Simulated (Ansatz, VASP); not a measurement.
## AlNi in two plane-wave programs

Wanted: the spread between two codes on one cell, functional and k mesh. The cell is taken from a series of runs on this material, whose earlier steps may have relaxed, scaled, displaced or heated it; both programs get it as it stands.

Main program and level: Ansatz 0.2.0; plane waves, with VASP 6.6.1 beside it; zone-centre phonons at PBEsol.

## (1) The starting structure

The structure is orthorhombic, space group Cmmm (No. 65). Conventional cell: a = 3.926 Å, b = 4.026 Å, c = 2.934 Å, α = 90.00°, β = 90.00°, γ = 90.00°. Nearest to Al lie 8 Ni at 2.45 to 2.49 Å. Ni has 8 Al at 2.45 to 2.49 Å nearest. Farther neighbours are not listed.

Structure file:

```cif
data_structure
_symmetry_space_group_name_H-M 'P 1'
_symmetry_Int_Tables_number 1
_cell_length_a 2.8117
_cell_length_b 2.8117
_cell_length_c 2.9336
_cell_angle_alpha 90.000
_cell_angle_beta 90.000
_cell_angle_gamma 91.451
_cell_volume 23.19
loop_
_atom_site_label
_atom_site_type_symbol
_atom_site_fract_x
_atom_site_fract_y
_atom_site_fract_z
_atom_site_occupancy
Al1 Al 0.00000 0.00000 0.00000 1
Ni2 Ni 0.50000 0.50000 0.50000 1
```

## (2) VASP: zone-centre phonons, PBEsol

Second derivatives magnify differences that forces hide, and they need a tight electronic threshold.

Lines of VASP's logs that name or quote its potential files are left out, and so is its time.

Contents of INCAR:

```
SYSTEM = AlNi
PREC = Accurate
ENCUT = 600
EDIFF = 1E-08
NELM = 120
ISMEAR = 1
SIGMA = 0.2
LREAL = .FALSE.
ALGO = Normal
GGA = PS
NBANDS = 12
LASPH = .TRUE.
LORBIT = 11
LWAVE = .FALSE.
LCHARG = .FALSE.
ISIF = 2
IBRION = 8
GGA_COMPAT = .FALSE.
KPAR = 2
```

Contents of POSCAR:

```
AlNi
1.0
    2.8114975585     -0.0356106449      0.0000000000
   -0.0356106449      2.8114975585      0.0000000000
    0.0000000000      0.0000000000      2.9336491174
Al Ni
1 1
Direct
    0.0000000000      0.0000000000      0.0000000000
    0.5000000000      0.5000000000      0.5000000000
```

Contents of KPOINTS:

```
Automatic mesh
0
Gamma
16 16 16
0 0 0
```

The projector-augmented-wave data sets are Al and Ni (PBE family, release 64).

Launch:

```
mpirun -np 2 vasp_std
```

Numbers of over 12 decimals in the logs are rounded to 6 here.

The log of the run:

```text
[banner, memory and clock lines left out]
running    2 mpi-ranks, on    1 nodes
 distrk:  each k-point on    1 cores,    2 groups
 distr:  one band on    1 cores,    1 groups

 POSCAR found type information on POSCAR AlNi
 POSCAR found :  2 types and       2 ions
|                                                                             |
|               ----> ADVICE to this user running VASP <----                  |
|                                                                             |
|     You enforced a specific xc type in the INCAR file but a different       |
|     [... a line on the potential file left out ...]
|     I HOPE YOU KNOW WHAT YOU ARE DOING!                                     |
|                                                                             |

 LDA part: xc-table for (Slater+PW92), standard interpolation
 POSCAR, INCAR and KPOINTS ok, starting setup
 FFT: planning ... GRIDC
 FFT: planning ... GRID_SOFT
 FFT: planning ... GRID
 WAVECAR not read
 entering main loop
       N       E                     dE             d eps       ncg     rms          rms(c)
DAV:   1     0.434295971561E+02    0.43430E+02   -0.61147E+03 15936   0.128E+03
DAV:   2    -0.114605842439E+02   -0.54890E+02   -0.50851E+02 16140   0.207E+02
DAV:   3    -0.132085826422E+02   -0.17480E+01   -0.17279E+01 19060   0.431E+01
DAV:   4    -0.132336268700E+02   -0.25044E-01   -0.25034E-01 17676   0.463E+00
DAV:   5    -0.132343703337E+02   -0.74346E-03   -0.74345E-03 19112   0.888E-01    0.130E+01
DAV:   6    -0.152198306932E+02   -0.19855E+01   -0.54431E+01 17572   0.118E+02    0.161E+01
DAV:   7    -0.116023996547E+02    0.36174E+01   -0.15704E+01 17716   0.699E+01    0.114E+00
DAV:   8    -0.115870793355E+02    0.15320E-01   -0.36934E-01 19348   0.720E+00    0.102E+00
DAV:   9    -0.115721912509E+02    0.14888E-01   -0.48016E-02 19072   0.318E+00    0.217E-01
DAV:  10    -0.115716696185E+02    0.52163E-03   -0.20235E-03 19488   0.679E-01    0.800E-02
DAV:  11    -0.115716723450E+02   -0.27265E-05   -0.62105E-05 18804   0.712E-02    0.253E-02
DAV:  12    -0.115716708276E+02    0.15174E-05   -0.73900E-06 20864   0.449E-02    0.404E-03
DAV:  13    -0.115716704515E+02    0.37615E-06   -0.21700E-07 22008   0.465E-03    0.139E-03
DAV:  14    -0.115716704405E+02    0.10953E-07   -0.29361E-08 11444   0.211E-03    0.774E-04
DAV:  15    -0.115716704615E+02   -0.21023E-07   -0.52346E-09  9236   0.124E-03    0.109E-04
DAV:  16    -0.115716704639E+02   -0.23661E-08   -0.65339E-10  8800   0.277E-04
   1 F= -.11571670E+02 E0= -.11571619E+02  d E =-.154090E-03
 Linear response reoptimize wavefunctions to high precision
DAV:   1    -0.115716704659E+02   -0.20366E-08   -0.36229E-10  9560   0.324E-04
DAV:   2    -0.115716704659E+02   -0.14552E-10   -0.43970E-11  8604   0.681E-05
 Linear response DOF=           4
 Linear response progress:
  Degree of freedom:   1/  4
       N       E                     dE             d eps       ncg     rms          rms(c)
RMM:   1    -0.559310158978E-02   -0.55931E-02    0.10723E-03 63238   0.616E-01
RMM:   2    -0.528259003631E-02    0.31051E-03   -0.15061E-04 42948   0.221E-01    0.568E-02
RMM:   3    -0.527864616123E-02    0.39439E-05   -0.90965E-05 46006   0.764E-02    0.289E-02
RMM:   4    -0.535041375019E-02   -0.71768E-04   -0.37092E-05 45823   0.468E-02    0.581E-03
RMM:   5    -0.535658102244E-02   -0.61673E-05   -0.19491E-06 46990   0.110E-02    0.196E-03
RMM:   6    -0.535749387752E-02   -0.91286E-06   -0.32646E-08 43082   0.386E-03    0.113E-03
RMM:   7    -0.535750979478E-02   -0.15917E-07   -0.28240E-08 42453   0.215E-03    0.539E-04
RMM:   8    -0.535732827487E-02    0.18152E-06   -0.41012E-09 49279   0.590E-04    0.256E-04
RMM:   9    -0.535758019333E-02   -0.25192E-06   -0.37760E-10 49098   0.161E-04    0.554E-05
RMM:  10    -0.535756393249E-02    0.16261E-07    0.37212E-10 49623   0.568E-05    0.123E-05
RMM:  11    -0.535758165892E-02   -0.17726E-07    0.10417E-10 49467   0.239E-05    0.611E-06
RMM:  12    -0.535758144491E-02    0.21401E-09   -0.45627E-13 49927   0.112E-05    0.899E-07
 first order change of Fermi-energy  -0.16388E-03
 force on displaced ion       1 direction 1 :  -6.437  -0.705   0.000
 Linear response progress:
  Degree of freedom:   2/  4
       N       E                     dE             d eps       ncg     rms          rms(c)
RMM:   1    -0.633233198716E-02   -0.63323E-02    0.53662E-03 35245   0.694E-01
RMM:   2    -0.601649576043E-02    0.31584E-03   -0.48499E-06 23819   0.252E-01    0.640E-02
RMM:   3    -0.601159419636E-02    0.49016E-05   -0.13231E-04 25733   0.914E-02    0.310E-02
RMM:   4    -0.609068742339E-02   -0.79093E-04   -0.49420E-05 25700   0.536E-02    0.640E-03
RMM:   5    -0.609746822542E-02   -0.67808E-05   -0.29884E-06 26012   0.128E-02    0.162E-03
RMM:   6    -0.609768509486E-02   -0.21687E-06   -0.13869E-07 26741   0.248E-03    0.750E-04
RMM:   7    -0.609753793270E-02    0.14716E-06   -0.11369E-08 27262   0.658E-04    0.410E-04
RMM:   8    -0.609770306290E-02   -0.16513E-06   -0.14476E-09 25887   0.273E-04    0.149E-04
RMM:   9    -0.609780524865E-02   -0.10219E-06   -0.33063E-10 24978   0.136E-04    0.919E-06
RMM:  10    -0.609778307024E-02    0.22178E-07   -0.17777E-10 27870   0.422E-05    0.243E-05
RMM:  11    -0.609779303994E-02   -0.99697E-08   -0.10567E-10 27547   0.158E-05    0.970E-07
 first order change of Fermi-energy  -0.21628E-04
 force on displaced ion       1 direction 3 :   0.000   0.000  -6.653
 Linear response progress:
  Degree of freedom:   3/  4
       N       E                     dE             d eps       ncg     rms          rms(c)
RMM:   1    -0.185697515440E+00   -0.18570E+00   -0.97735E-02 41351   0.267E+00
RMM:   2    -0.184424675190E+00    0.12728E-02   -0.17182E-03 41897   0.499E-01    0.132E-01
RMM:   3    -0.184397096359E+00    0.27579E-04   -0.12552E-04 44710   0.974E-02    0.781E-02
RMM:   4    -0.184797531560E+00   -0.40044E-03   -0.20075E-04 47997   0.112E-01    0.586E-03
RMM:   5    -0.184779665984E+00    0.17866E-04   -0.36931E-06 49371   0.206E-02    0.391E-03
RMM:   6    -0.184772049230E+00    0.76168E-05   -0.23113E-07 44880   0.579E-03    0.279E-03
RMM:   7    -0.184759846587E+00    0.12203E-04   -0.74272E-08 44492   0.353E-03    0.518E-04
RMM:   8    -0.184753594650E+00    0.62519E-05   -0.15065E-08 50902   0.105E-03    0.994E-05
RMM:   9    -0.184753062165E+00    0.53248E-06   -0.30634E-09 51439   0.328E-04    0.303E-05
RMM:  10    -0.184753052024E+00    0.10141E-07   -0.13157E-09 52256   0.116E-04    0.196E-05
RMM:  11    -0.184752810952E+00    0.24107E-06   -0.18759E-09 51982   0.532E-05    0.330E-06
RMM:  12    -0.184752856930E+00   -0.45978E-07   -0.17726E-09 52481   0.350E-05    0.830E-07
RMM:  13    -0.184752862565E+00   -0.56345E-08   -0.20164E-09 49149   0.295E-05    0.403E-07
 first order change of Fermi-energy   0.11051E-02
 force on displaced ion       2 direction 1 :  -6.433  -0.700   0.000
 Linear response progress:
  Degree of freedom:   4/  4
       N       E                     dE             d eps       ncg     rms          rms(c)
RMM:   1    -0.187625838270E+00   -0.18763E+00   -0.10043E-01 23290   0.266E+00
RMM:   2    -0.185977493509E+00    0.16483E-02   -0.16665E-03 23319   0.510E-01    0.136E-01
RMM:   3    -0.186014721994E+00   -0.37228E-04   -0.13384E-04 24968   0.985E-02    0.800E-02
RMM:   4    -0.186493552570E+00   -0.47883E-03   -0.18185E-04 26931   0.105E-01    0.587E-03
RMM:   5    -0.186473533918E+00    0.20019E-04   -0.39794E-06 27256   0.224E-02    0.508E-03
RMM:   6    -0.186466600251E+00    0.69337E-05   -0.50183E-07 24290   0.945E-03    0.248E-03
RMM:   7    -0.186452598362E+00    0.14002E-04   -0.21914E-07 28046   0.367E-03    0.515E-04
RMM:   8    -0.186447982718E+00    0.46156E-05   -0.70930E-09 27938   0.932E-04    0.131E-04
RMM:   9    -0.186447148346E+00    0.83437E-06   -0.30675E-09 28222   0.265E-04    0.349E-05
RMM:  10    -0.186446692075E+00    0.45627E-06   -0.16092E-09 28521   0.969E-05    0.210E-05
RMM:  11    -0.186446737456E+00   -0.45381E-07   -0.19820E-09 27145   0.667E-05    0.223E-06
RMM:  12    -0.186446743188E+00   -0.57328E-08   -0.18085E-09 29493   0.372E-05    0.129E-06
 first order change of Fermi-energy   0.24600E-02
 force on displaced ion       2 direction 3 :  -0.000   0.000  -6.659
 Linear response finished
```

OUTCAR, selected parts (step 2):

```text
ion  position               nearest neighbor table
   1  0.000  0.000  0.000-   2 2.45   2 2.45   2 2.45   2 2.45   2 2.49   2 2.49   2 2.49   2 2.49

  LATTYP: Found a base centered orthorhombic cell.
 ALAT       =     3.9256969208
 B/A-ratio  =     1.0256571294
 C/A-ratio  =     0.7472938376

 Subroutine GETGRP returns: Found  8 space group operations
 (whereof  8 operations were pure point group operations)

The static configuration has the point symmetry D_2h.

 Found    657 irreducible k-points:

   k-points           NKPTS =    657   k-points in BZ     NKDIM =    657   number of bands    NBANDS=     12

   dimension x,y,z NGX =    24 NGY =   24 NGZ =   24
   dimension x,y,z NGXF=    48 NGYF=   48 NGZF=   48

   ENCUT  =  600.0 eV  44.10 Ry    6.64 a.u.   5.62  5.62  5.86*2*pi/ulx,y,z

   NELECT =      13.0000    total number of electrons

 k-points in reciprocal lattice and weights: Automatic mesh
   0.00000000  0.00000000  0.00000000       0.000
   0.06250000 -0.00000000  0.00000000       0.001
   0.12500000 -0.00000000  0.00000000       0.001
   0.18750000  0.00000000  0.00000000       0.001
   0.25000000 -0.00000000  0.00000000       0.001
   0.31250000  0.00000000  0.00000000       0.001
   0.37500000  0.00000000  0.00000000       0.001
   0.43750000 -0.00000000  0.00000000       0.001
   0.50000000 -0.00000000  0.00000000       0.000
[...]
-0.43750000  0.43750000  0.50000000       0.000
   0.50000000  0.50000000  0.50000000       0.000

 average (electrostatic) potential at core
       1 -69.3511       2 -80.9859

  Total        0.4876475      0.4876475      0.0143146      0.4597449      0.0000000      0.0000000
  in kB       33.6978871     33.6978871      0.9891815     31.7697384      0.0000000      0.0000000
  external PRESSURE =      22.7949853 kB  Pullay stress =       0.0000000 kB

  energy-cutoff  :      600.00
  volume of cell :       23.19
      direct lattice vectors                 reciprocal lattice vectors
     2.811497559 -0.035610645  0.000000000     0.355739400  0.004505823  0.000000000
    -0.035610645  2.811497559  0.000000000     0.004505823  0.355739400  0.000000000
     0.000000000  0.000000000  2.933649117     0.000000000  0.000000000  0.340872395

 POSITION                                       TOTAL-FORCE (eV/Angst)
 -----------------------------------------------------------------------------------
      0.00000      0.00000      0.00000         0.000000      0.000000      0.000000
      1.38794      1.38794      1.46682        -0.000000      0.000000      0.000000
 -----------------------------------------------------------------------------------
    total drift:                                0.000000      0.000000     -0.000000

 Eigenvectors and eigenvalues of the dynamical matrix
 ----------------------------------------------------

   1 f  =    9.715623 THz    61.045059 2PiTHz  324.078294 cm-1    40.180569 meV
             X         Y         Z           dx          dy          dz
      0.000000  0.000000  0.000000     0.585372    0.585372    0.000000
      1.387943  1.387943  1.466825    -0.396660   -0.396660   -0.000000

   2 f  =    9.380400 THz    58.938792 2PiTHz  312.896468 cm-1    38.794200 meV
             X         Y         Z           dx          dy          dz
      0.000000  0.000000  0.000000    -0.000000   -0.000000    0.827557
      1.387943  1.387943  1.466825     0.000000    0.000000   -0.561381

   3 f  =    8.705812 THz    54.700231 2PiTHz  290.394633 cm-1    36.004330 meV
             X         Y         Z           dx          dy          dz
      0.000000  0.000000  0.000000     0.585259   -0.585259   -0.000000
      1.387943  1.387943  1.466825    -0.396828    0.396828    0.000000

   4 f/i=    0.000068 THz     0.000430 2PiTHz    0.002281 cm-1     0.000283 meV
             X         Y         Z           dx          dy          dz
      0.000000  0.000000  0.000000    -0.396828    0.396828    0.000000
      1.387943  1.387943  1.466825    -0.585259    0.585259    0.000000

   5 f/i=    0.002136 THz     0.013420 2PiTHz    0.071244 cm-1     0.008833 meV
             X         Y         Z           dx          dy          dz
      0.000000  0.000000  0.000000     0.000000    0.000000    0.561381
      1.387943  1.387943  1.466825     0.000000    0.000000    0.827557

   6 f/i=    0.002711 THz     0.017034 2PiTHz    0.090433 cm-1     0.011212 meV
             X         Y         Z           dx          dy          dz
      0.000000  0.000000  0.000000    -0.396660   -0.396660    0.000000
      1.387943  1.387943  1.466825    -0.585372   -0.585372    0.000000

 ELASTIC MODULI CONTR FROM IONIC RELAXATION (kBar)
 Direction    XX          YY          ZZ          XY          YZ          ZX
 --------------------------------------------------------------------------------
 XX           0.0000      0.0000      0.0000      0.0000      0.0000      0.0000
 YY           0.0000      0.0000      0.0000      0.0000      0.0000      0.0000
 ZZ           0.0000      0.0000      0.0000      0.0000      0.0000      0.0000
 XY           0.0000      0.0000      0.0000      0.0000      0.0000      0.0000
 YZ           0.0000      0.0000      0.0000      0.0000      0.0000      0.0000
 ZX           0.0000      0.0000      0.0000      0.0000      0.0000      0.0000
 --------------------------------------------------------------------------------
```

This run has no spin polarisation, so a moment on Ni, if there is one, isn't seen. Its electron count is odd, so without a moment it is a metal by construction.

[end of part 1 of 2]

[Lines on the potential files, build, host, timing and source positions are cut from VASP's logs without a mark.]

[Logs are printed without paths, hosts, clocks, repeated set-up lines and the standing remarks that a program may print on its own settings, such as how far it seeks lower states.]

[Hosts, paths, dates, database ids (printed as entryN), source tags and the programs' standing remarks are cut or masked in the printed files.]
